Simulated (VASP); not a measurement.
# Cl3Ga in VASP: reference runs

Reference runs on Cl3Ga: the cell as given.

Everything below comes from runs of VASP 6.6.1. Logs are shortened: lines on timing, memory, paths and dates and some standing lists are left out, and cuts for length are marked.

**1. Starting point**

The cell holds a molecule in a box, 4 atoms: a = 11.000 Å, b = 13.000 Å, c = 13.000 Å, α = 90.00°, β = 90.00°, γ = 90.00°.

**2. Single point, PBE**

File INCAR:

```
PREC = Accurate ; ENCUT = 520
EDIFF = 1E-7 ; ISMEAR = 0
SIGMA = 0.01 ; LREAL = False
LASPH = True ; NELM = 80
ALGO = Normal ; ISIF = 2
LWAVE = False ; LCHARG = False
GGA = PE ; NBANDS = 25
```

File KPOINTS:

```
Automatic mesh
0
Gamma
  1 1 1
```

File POSCAR:

```
GaCl3
1.0
   11.0000000000      0.0000000000      0.0000000000
    0.0000000000     13.0000000000      0.0000000000
    0.0000000000      0.0000000000     13.0000000000
Cl Ga
3 1
Direct
    0.5739727300      0.5462115400      0.6202538500
    0.4869727300      0.3641807700      0.4187846200
    0.4283909100      0.6390500000      0.3849769200
    0.4964363600      0.5164807700      0.4746692300
```

Potentials or basis: VASP PAW PBE potentials, release 64 (Cl, Ga_d).

Command:

```sh
cat potpaw_PBE.64/Cl/POTCAR potpaw_PBE.64/Ga_d/POTCAR > POTCAR
mpirun -np 1 vasp_gam > vasp.out
```

OUTCAR:

```text
PREC = Accurate
   ENCUT = 520
   EDIFF = 1E-7
   ISMEAR = 0
   LREAL = False
   LASPH = True
   NELM = 80
   ISIF = 2
   GGA = PE

 ion  position               nearest neighbor table
   1  0.574  0.546  0.620-   4 2.11
   2  0.487  0.364  0.419-   4 2.11
   3  0.428  0.639  0.385-   4 2.11
   4  0.496  0.516  0.475-   2 2.11   3 2.11   1 2.11

  LATTYP: Found a simple tetragonal cell.
 ALAT       =    13.0000000000
 C/A-ratio  =     0.8461538462

  Lattice vectors:

 A1 = (   0.0000000000,  13.0000000000,   0.0000000000)
 A2 = (   0.0000000000,   0.0000000000,  13.0000000000)
 A3 = (  11.0000000000,   0.0000000000,   0.0000000000)

Analysis of symmetry for initial positions (statically):
=====================================================================
 Subroutine PRICEL returns:
 Original cell was already a primitive cell.

 Routine SETGRP: Setting up the symmetry group for a
 simple tetragonal supercell.

 Subroutine GETGRP returns: Found  1 space group operations
 (whereof  1 operations were pure point group operations)
 out of a pool of 16 trial point group operations.

The static configuration has the point symmetry C_1 .

Analysis of symmetry for dynamics (positions and initial velocities):
=====================================================================
 Subroutine PRICEL returns:
 Original cell was already a primitive cell.

 Routine SETGRP: Setting up the symmetry group for a
 simple tetragonal supercell.

 Subroutine GETGRP returns: Found  1 space group operations
 (whereof  1 operations were pure point group operations)
 out of a pool of 16 trial point group operations.

The dynamic configuration has the point symmetry C_1 .

 Subroutine INISYM returns: Found  1 space group operations
 (whereof  1 operations are pure point group operations),
 and found     1 'primitive' translations

----------------------------------------------------------------------------------------

                                     Primitive cell

  volume of cell :    1859.0000

  direct lattice vectors                    reciprocal lattice vectors
    11.000000000  0.000000000  0.000000000     0.090909091  0.000000000  0.000000000
     0.000000000 13.000000000  0.000000000     0.000000000  0.076923077  0.000000000
     0.000000000  0.000000000 13.000000000     0.000000000  0.000000000  0.076923077

  length of vectors
    11.000000000 13.000000000 13.000000000     0.090909091  0.076923077  0.076923077

  position of ions in fractional coordinates (direct lattice)
     0.573972730  0.546211540  0.620253850
     0.486972730  0.364180770  0.418784620
     0.428390910  0.639050000  0.384976920
     0.496436360  0.516480770  0.474669230

  ion indices of the primitive-cell ions
   primitive index   ion index
                 1           1
                 2           2
                 3           3
                 4           4

----------------------------------------------------------------------------------------

 KPOINTS: Automatic mesh

Automatic generation of k-mesh.
 Grid dimensions read from file:
 generate k-points for:    1    1    1

 Generating k-lattice:

  Cartesian coordinates                     Fractional coordinates (reciprocal lattice)
     0.090909091  0.000000000  0.000000000     1.000000000  0.000000000  0.000000000
     0.000000000  0.076923077  0.000000000     0.000000000  1.000000000  0.000000000
     0.000000000  0.000000000  0.076923077     0.000000000  0.000000000  1.000000000

  Length of vectors
     0.090909091  0.076923077  0.076923077

  Shift w.r.t. Gamma in fractional coordinates (k-lattice)
     0.000000000  0.000000000  0.000000000

 Subroutine IBZKPT returns following result:
 ===========================================

 Found      1 irreducible k-points:

 Following reciprocal coordinates:
            Coordinates               Weight
  0.000000  0.000000  0.000000      1.000000
   k-points           NKPTS =      1   k-points in BZ     NKDIM =      1   number of bands    NBANDS=     25
   number of dos      NEDOS =    301   number of ions     NIONS =      4
   total plane-waves  NPLWV = 806736
   dimension x,y,z NGX =    84 NGY =   98 NGZ =   98
   dimension x,y,z NGXF=   168 NGYF=  196 NGZF=  196
   ions per type =               3   1
   NGX,Y,Z   is equivalent  to a cutoff of  12.70, 12.53, 12.53 a.u.
   NGXF,Y,Z  is equivalent  to a cutoff of  25.39, 25.06, 25.06 a.u.
 SYSTEM =  unknown system
   PREC   = accura    normal or accurate (medium, high low for compatibility)
   ISTART =      0    job   : 0-new  1-cont  2-samecut
   ICHARG =      2    charge: 1-file 2-atom 10-const
   ISPIN  =      1    spin polarized calculation?
   LNONCOLLINEAR =      F non collinear calculations
   LSORBIT =      F    spin-orbit coupling
   LASPH  =      T    aspherical Exc in radial PAW
   ENCUT  =  520.0 eV  38.22 Ry    6.18 a.u.  20.45 24.17 24.17*2*pi/ulx,y,z
   NELM   =     80;   NELMIN=  2; NELMDL= -5     # of ELM steps
   EDIFF  = 0.1E-06   stopping-criterion for ELM
   LREAL  =      F    real-space projection
   EDIFFG = 0.1E-05   stopping-criterion for IOM
   NSW    =      0    number of steps for IOM
   IBRION =     -1    ionic relax: 0-MD 1-quasi-New 2-CG
   NFREE  =      0    steps in history (QN), initial steepest desc. (CG)
   ISIF   =      2    stress and relaxation
   ISYM   =      2    0-nonsym 1-usesym 2-fastsym
   POTIM  = 0.5000    time-step for ionic-motion
   TEBEG  =    0.0;   TEEND  =   0.0 temperature during run
   PSTRESS=    0.0 pullay stress
   NELECT =      34.0000    total number of electrons
   NUPDOWN=      -1.0000    fix difference up-down
   EMIN   =  10.00;   EMAX   =-10.00  energy-range for DOS
   EFERMI =   0.00;   METHOD = LEGACY
   ISMEAR =     0;   SIGMA  =   0.01  broadening in eV -4-tet -1-fermi 0-gaus
   EFERMI_NEDOS =   21; number of points for ismear=-14 and -15
   IALGO  =     38    algorithm
   IMIX   =      4    mixing-type and parameters
     AMIX     =   0.40;   BMIX     =  1.00
     AMIX_MAG =   1.60;   BMIX_MAG =  1.00
  volume/ion in A,a.u.               =     464.75      3136.29
  Fermi-wavevector in a.u.,A,eV,Ry     =   0.431328  0.815092  2.531284  0.186044
  Thomas-Fermi vector in A             =   1.400419
   LORBIT       =      0    0 simple, 1 ext, 2 COOP (PROOUT), +10 PAW based schemes
   GGA     = PE    functional components
   LHFCALC =     F    Hartree Fock is set to
   AEXX    =    0.0000 exact exchange contribution
   IVDW    =     0    specifies the selected vdW correction
   LEPSILON=     F    determine dielectric tensor
   LRPA    =     F    only Hartree local field effects (RPA)
 non-spin polarized calculation
 Gauss-broadening in eV      SIGMA  =   0.01
  energy-cutoff  :      520.00
  volume of cell :     1859.00
 maximum number of plane-waves:     25047
 NGX is ok and might be reduce to    84
   NGX = 41   NGY = 49   NGZ = 49

 number of electron      34.0000003 magnetization

 Free energy of the ion-electron system (eV)
  ---------------------------------------------------
  ext. energy  EPLUGINS =         0.00000000
  ---------------------------------------------------
  free energy    TOTEN  =       -12.41457781 eV

  energy without entropy =      -12.41457781  energy(sigma->0) =      -12.41457781

 E-fermi :  -7.5618     XC(G=0):  -0.9054

 val. band max:       -7.6517238004   @ k =   0.0000   0.0000   0.0000
 cond. band min:      -2.7321660259   @ k =   0.0000   0.0000   0.0000
 fundamental gap:      4.9195577746
 Fermi energy:        -7.5617888795

 k-point     1 :       0.0000    0.0000    0.0000
  band No.  band energies     occupation
      1     -21.5177      2.00000
      2     -21.3509      2.00000
      3     -21.3506      2.00000
      4     -20.7275      2.00000
      5     -20.7275      2.00000
      6     -20.1497      2.00000
[... 17 lines left out ...]
     24       0.8861      0.00000
     25       1.0555      0.00000

------------------------ aborting loop because EDIFF is reached ----------------------------------------

  FORCE on cell =-STRESS in cart. coord.  units (eV):
  Direction    XX          YY          ZZ          XY          YZ          ZX
  --------------------------------------------------------------------------------------
  -------------------------------------------------------------------------------------
  Total        0.0496343      0.3872031      0.3164113     -0.0420604      0.0200507      0.1659358
  in kB        0.0427773      0.3337106      0.2726988     -0.0362497      0.0172807      0.1430116
  external PRESSURE =       0.2163956 kB  Pullay stress =       0.0000000 kB

 VOLUME and BASIS-vectors are now :
 -----------------------------------------------------------------------------
  energy-cutoff  :      520.00
  volume of cell :     1859.00
      direct lattice vectors                 reciprocal lattice vectors
    11.000000000  0.000000000  0.000000000     0.090909091  0.000000000  0.000000000
     0.000000000 13.000000000  0.000000000     0.000000000  0.076923077  0.000000000
     0.000000000  0.000000000 13.000000000     0.000000000  0.000000000  0.076923077

 POSITION                                       TOTAL-FORCE (eV/Angst)
 -----------------------------------------------------------------------------------
      6.31370      7.10075      8.06330         0.055338      0.024837      0.121776
      5.35670      4.73435      5.44420        -0.007176     -0.126741     -0.046432
      4.71230      8.30765      5.00470        -0.048835      0.102381     -0.074743
      5.46080      6.71425      6.17070         0.000673     -0.000476     -0.000601
 -----------------------------------------------------------------------------------
    total drift:                                0.000569      0.001509      0.000006

  FREE ENERGIE OF THE ION-ELECTRON SYSTEM (eV)
  ---------------------------------------------------
  free  energy   TOTEN  =       -12.4145778052 eV

  energy  without entropy=      -12.4145778052  energy(sigma->0) =      -12.41457781
```

It took 1.8 min on 1 thread of Intel Xeon 6975P-C (Granite Rapids), shared host; peak memory 1.2 GiB.

What came out:

```
Free energy                     : -12.4146 eV
Largest force                   : 0.136 eV/Å
Gap between the frontier levels : 4.92 eV
```

Forces on the atoms (eV/Å):
```
Cl   0.055  0.025  0.122
Cl  -0.007 -0.127 -0.046
Cl  -0.049  0.102 -0.075
Ga   0.001  0.000 -0.001
```

Expect the measured gap to be larger: semilocal functionals such as PBE lack the derivative discontinuity.
